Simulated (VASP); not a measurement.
Level of theory: SCAN meta-GGA, VASP's PBE PAW potentials (set 64) (plane waves; VASP 6.6.1).

A VASP calculation is set up with these files.

**POSCAR**
```
C
1
   -0.0000000000     1.7777125731     1.7777125731
    1.7777125731    -0.0000000000     1.7777125731
    1.7777125731     1.7777125731    -0.0000000000
C
2
Direct
  0.0000000000   0.0000000000   0.0000000000
  0.2500000000   0.2500000000   0.2500000000
```

KPOINTS_OPT:
```
k-points along high-symmetry lines
10
Line-mode
Reciprocal
  0.000000   0.000000   0.000000 ! GAMMA
  0.500000   0.000000   0.500000 ! X

  0.500000   0.000000   0.500000 ! X
  0.625000   0.250000   0.625000 ! U

  0.375000   0.375000   0.750000 ! K
  0.000000   0.000000   0.000000 ! GAMMA

  0.000000   0.000000   0.000000 ! GAMMA
  0.500000   0.500000   0.500000 ! L

  0.500000   0.500000   0.500000 ! L
  0.500000   0.250000   0.750000 ! W

  0.500000   0.250000   0.750000 ! W
  0.500000   0.000000   0.500000 ! X
```

KPOINTS:
```
Automatic mesh
0
Gamma
14 14 14
0 0 0
```

**INCAR**
```
# general
SYSTEM  = C
PREC    = Accurate
ENCUT   = 520
LREAL   = F
LASPH   = T

# electronic loop
EDIFF   = 1E-7
NELM    = 100
ALGO    = Normal
LMIXTAU = T

# smearing
ISMEAR  = -5

# functional
METAGGA = SCAN

# ions
ISIF    = 2

# output
LWAVE   = F
LCHARG  = F
LORBIT  = 11
NEDOS   = 601
```

POTCAR, in this order: C (PBE.64 set). Program: vasp_std.

Output of the run:

### OUTCAR
```
 ion  position               nearest neighbor table
   1  0.000  0.000  0.000-   2 1.54   2 1.54   2 1.54   2 1.54
   2  0.250  0.250  0.250-   1 1.54   1 1.54   1 1.54   1 1.54
  LATTYP: Found a face centered cubic cell.
 ALAT       =     3.5554251462
 Subroutine PRICEL returns:
 Original cell was already a primitive cell.
 Subroutine GETGRP returns: Found 48 space group operations
The static configuration has the point symmetry T_d .
 The point group associated with its full space group is O_h .
The dynamic configuration has the point symmetry T_d .
 Subroutine INISYM returns: Found 48 space group operations
 Subroutine IBZKPT returns following result:
 Found    104 irreducible k-points:

 Following reciprocal coordinates:
            Coordinates               Weight
  0.000000  0.000000  0.000000      1.000000
  0.071429  0.000000  0.000000      8.000000
  0.142857  0.000000  0.000000      8.000000
  0.214286  0.000000  0.000000      8.000000
  0.285714  0.000000  0.000000      8.000000
  0.357143  0.000000  0.000000      8.000000
  0.428571  0.000000  0.000000      8.000000
  0.500000  0.000000  0.000000      4.000000
  0.071429  0.071429  0.000000      6.000000
  0.142857  0.071429  0.000000     24.000000
  0.214286  0.071429  0.000000     24.000000
  0.285714  0.071429  0.000000     24.000000
  0.357143  0.071429  0.000000     24.000000
  0.428571  0.071429  0.000000     24.000000
  0.500000  0.071429  0.000000     24.000000
 -0.428571  0.071429  0.000000     24.000000
 -0.357143  0.071429  0.000000     24.000000
 -0.285714  0.071429  0.000000     24.000000
 -0.214286  0.071429  0.000000     24.000000
 -0.142857  0.071429  0.000000     24.000000
 -0.071429  0.071429  0.000000     12.000000
  0.142857  0.142857  0.000000      6.000000
  0.214286  0.142857  0.000000     24.000000
  0.285714  0.142857  0.000000     24.000000
  0.357143  0.142857  0.000000     24.000000
  0.428571  0.142857  0.000000     24.000000
  0.500000  0.142857  0.000000     24.000000
 -0.428571  0.142857  0.000000     24.000000
 -0.357143  0.142857  0.000000     24.000000
 -0.285714  0.142857  0.000000     24.000000
 -0.214286  0.142857  0.000000     24.000000
 -0.142857  0.142857  0.000000     12.000000
  0.214286  0.214286  0.000000      6.000000
  0.285714  0.214286  0.000000     24.000000
  0.357143  0.214286  0.000000     24.000000
  0.428571  0.214286  0.000000     24.000000
  0.500000  0.214286  0.000000     24.000000
 -0.428571  0.214286  0.000000     24.000000
 -0.357143  0.214286  0.000000     24.000000
 -0.285714  0.214286  0.000000     24.000000
   k-points           NKPTS =    104   k-points in BZ     NKDIM =    104   number of bands    NBANDS=      8
   number of dos      NEDOS =    601   number of ions     NIONS =      2
   total plane-waves  NPLWV =   8000
   dimension x,y,z NGX =    20 NGY =   20 NGZ =   20
   dimension x,y,z NGXF=    40 NGYF=   40 NGZF=   40
   ions per type =               2
   PREC   = accura    normal or accurate (medium, high low for compatibility)
   ISTART =      0    job   : 0-new  1-cont  2-samecut
   ICHARG =      2    charge: 1-file 2-atom 10-const
   ISPIN  =      1    spin polarized calculation?
   LNONCOLLINEAR =      F non collinear calculations
   LSORBIT =      F    spin-orbit coupling
   INIWAV =      1    electr: 0-lowe 1-rand  2-diag
   ENCUT  =  520.0 eV  38.22 Ry    6.18 a.u.   4.67  4.67  4.67*2*pi/ulx,y,z
   NELM   =    100;   NELMIN=  2; NELMDL= -5     # of ELM steps
   EDIFF  = 0.1E-06   stopping-criterion for ELM
   LREAL  =      F    real-space projection
   NLSPLINE    = F    spline interpolate recip. space projectors
...
```

File OSZICAR:
```
       N       E                     dE             d eps       ncg     rms          rms(c)
DAV:   1    -0.352441830333E+01   -0.35244E+01   -0.52354E+03  1728   0.102E+03
DAV:   2    -0.223582702133E+02   -0.18834E+02   -0.18476E+02  2656   0.114E+02
DAV:   3    -0.224728692812E+02   -0.11460E+00   -0.11460E+00  1848   0.115E+01
DAV:   4    -0.224730136921E+02   -0.14441E-03   -0.14441E-03  2304   0.415E-01
DAV:   5    -0.224730137778E+02   -0.85725E-07   -0.85725E-07  1808   0.569E-03    0.536E+00
DAV:   6    -0.201104223021E+02    0.23626E+01   -0.36423E-01  1816   0.741E+00    0.413E+00
DAV:   7    -0.220363170482E+02   -0.19259E+01   -0.12386E+00  2096   0.103E+01    0.814E-01
DAV:   8    -0.199069112409E+02    0.21294E+01   -0.45674E-01  1744   0.719E+00    0.821E-01
DAV:   9    -0.199791191240E+02   -0.72208E-01   -0.13231E-01  1664   0.632E+00    0.186E-01
DAV:  10    -0.200050303026E+02   -0.25911E-01   -0.21987E-02  1736   0.209E+00    0.165E-01
DAV:  11    -0.200066323646E+02   -0.16021E-02   -0.22797E-02  1736   0.236E+00    0.423E-02
DAV:  12    -0.200083341099E+02   -0.17017E-02   -0.15916E-03  1672   0.673E-01    0.387E-02
DAV:  13    -0.200085864149E+02   -0.25230E-03   -0.62467E-04  1760   0.385E-01    0.113E-02
DAV:  14    -0.200086333227E+02   -0.46908E-04   -0.46340E-05  1744   0.108E-01    0.430E-03
DAV:  15    -0.200086288825E+02    0.44401E-05   -0.23693E-06  1664   0.235E-02    0.236E-03
DAV:  16    -0.200086370766E+02   -0.81941E-05   -0.65071E-07  2056   0.120E-02    0.102E-03
DAV:  17    -0.200086347516E+02    0.23250E-05   -0.78439E-08  1000   0.487E-03    0.424E-04
DAV:  18    -0.200086354468E+02   -0.69522E-06   -0.91550E-09   832   0.141E-03    0.242E-04
DAV:  19    -0.200086355109E+02   -0.64083E-07   -0.10034E-09   832   0.472E-04
   1 F= -.20008636E+02 E0= -.20008636E+02  d E =0.000000E+00
       N       E                     dE             ncg
```

OUTCAR:
```
------------------------ aborting loop because EDIFF is reached ----------------------------------------
  FORCE on cell =-STRESS in cart. coord.  units (eV):
  Direction    XX          YY          ZZ          XY          YZ          ZX
  --------------------------------------------------------------------------------------
  Total        0.0097487      0.0097487      0.0097487      0.0000000      0.0000000      0.0000000
  in kB        1.3900877      1.3900877      1.3900877      0.0000000      0.0000000      0.0000000
  external PRESSURE =       1.3900877 kB  Pullay stress =       0.0000000 kB
  volume of cell :       11.24
      direct lattice vectors                 reciprocal lattice vectors
     0.000000000  1.777712573  1.777712573    -0.281260316  0.281260316  0.281260316
     1.777712573  0.000000000  1.777712573     0.281260316 -0.281260316  0.281260316
     1.777712573  1.777712573  0.000000000     0.281260316  0.281260316 -0.281260316
 POSITION                                       TOTAL-FORCE (eV/Angst)
 -----------------------------------------------------------------------------------
      0.00000      0.00000      0.00000         0.000000      0.000000     -0.000000
      0.88886      0.88886      0.88886        -0.000000     -0.000000      0.000000
 -----------------------------------------------------------------------------------
    total drift:                                0.000000      0.000000      0.000000
  FREE ENERGIE OF THE ION-ELECTRON SYSTEM (eV)
  ---------------------------------------------------
  free  energy   TOTEN  =       -20.0086355109 eV

  energy  without entropy=      -20.0086355109  energy(sigma->0) =      -20.00863551

 total charge

# of ion       s       p       d       tot
------------------------------------------
    1        0.841   1.751   0.000   2.593
    2        0.841   1.751   0.000   2.593
--------------------------------------------------
tot          1.683   3.502   0.000   5.185
```
(Selected blocks of OUTCAR.)

OUTCAR:
```
 val. band max:        9.7458081348   @ k =   0.0000   0.0000   0.0000

 cond. band min:      14.3017976372   @ k =   0.3571   0.3571   0.0000


 Fermi energy:         9.7578510122

 k-point     1 :       0.0000    0.0000    0.0000
  band No.  band energies     occupation
      1     -12.8192      2.00000
      2       9.7458      2.00000
      3       9.7458      2.00000
      4       9.7458      2.00000
      5      15.9050      0.00000
      6      15.9050      0.00000
      7      15.9050      0.00000
      8      24.1496      0.00000

 k-point     2 :       0.0714    0.0000    0.0000
  band No.  band energies     occupation
      1     -12.6713      2.00000
      2       8.7766      2.00000
      3       9.4959      2.00000
      4       9.4959      2.00000
      5      16.2385      0.00000
      6      16.2385      0.00000
      7      16.4764      0.00000
      8      24.2843      0.00000

 k-point     3 :       0.1429    0.0000    0.0000
  band No.  band energies     occupation
      1     -12.2293      2.00000
      2       6.6365      2.00000
      3       8.9096      2.00000
      4       8.9096      2.00000
      5      17.0248      0.00000
      6      17.0248      0.00000
      7      17.4720      0.00000
      8      24.6761      0.00000

 k-point     4 :       0.2143    0.0000    0.0000
  band No.  band energies     occupation
      1     -11.4978      2.00000
      2       4.1241      2.00000
      3       8.2427      2.00000
      4       8.2427      2.00000
      5      17.8752      0.00000
      6      17.8752      0.00000
      7      18.2604      0.00000
      8      25.2597      0.00000

 k-point     5 :       0.2857    0.0000    0.0000
  band No.  band energies     occupation
      1     -10.4870      2.00000
      2       1.5690      2.00000
      3       7.6478      2.00000
      4       7.6478      2.00000
      5      18.4972      0.00000
      6      18.4972      0.00000
      7      18.7629      0.00000
...
```

The compound is C in the diamond structure. It was relaxed first.
